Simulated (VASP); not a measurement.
Given:

```
CELL_PARAMETERS angstrom
      3.89490    -2.16613    -0.02745
      3.89490     2.16613    -0.02745
      2.71531     0.00000     3.53415
ATOMIC_POSITIONS crystal
  Sb 0.23554 0.23554 0.23554
  Sb 0.76446 0.76446 0.76446
```

Computed with PBEsol GGA, VASP's PBE PAW potentials (set 64) (plane waves; VASP). Numerical set-up: 400 eV cut-off, 8×8×8 Γ-centred mesh, tetrahedra with Blöchl corrections, potentials Sb.

Unless said otherwise, spin-orbit coupling is left out, though it shifts the bands of the heavy elements here.

Problem. Predict the energy per atom (σ→0), band gap (on the k-mesh) with the smallest direct gap where there is one.

Solution. 
The band gap (on the k-mesh) is none (metal, semimetal or under 0.01 eV). The energy per atom (σ→0) is -4.560 eV/atom.

Only differences to runs with the same potentials and settings are physical.

The compound is Sb in the a7 structure. It was relaxed first.
